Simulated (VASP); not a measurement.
A run of VASP 6.6.1:

Contents of INCAR:

```
  PREC = Accurate
  ENCUT = 520
  EDIFF = 1E-7
  ISMEAR = 0
  SIGMA = 0.05
  LREAL = False
  LASPH = True
  NELM = 80
  ALGO = Normal
  ISIF = 2
  LWAVE = False
  LCHARG = True
  ISPIN = 2
  MAGMOM = 0.5 0 0
  LORBIT = 11
  LMAXMIX = 4
  LDAU = True
  LDAUTYPE = 2
  LDAUL = 2 -1
  LDAUU = 7 0
  LDAUJ = 0 0
  LDAUPRINT = 1
  GGA = CA
  LELF = True
  LVHAR = True
  NBANDS = 23
```

The input KPOINTS:

```
Automatic mesh
0
Gamma
  6 6 6
```

POSCAR

```
PtF2
1.0
    0.0000000000      2.5525506100      2.5525506100
    2.5525506100      0.0000000000      2.5525506100
    2.5525506100      2.5525506100      0.0000000000
Pt F
1 2
Direct
    0.0000000000      0.0000000000      0.0000000000
    0.2500000000      0.2500000000      0.2500000000
    0.7500000000      0.7500000000      0.7500000000
```

Potentials or basis: VASP PAW LDA potentials, release 64 (Pt, F).

The run is started by

```console
$ cat potpaw_LDA.64/Pt/POTCAR potpaw_LDA.64/F/POTCAR > POTCAR
$ mpirun -np 1 vasp_std > vasp.out
```

Hardware: 1 thread of AMD EPYC 7R13 Processor (Zen 3), on a shared host.

Task: Estimate the wall time of this run.

Result: Wall time 37 s on 1 thread of AMD EPYC 7R13 Processor (Zen 3), on a shared host, peak memory 0.12 GiB. Counts: scf iterations 16, k points 16.
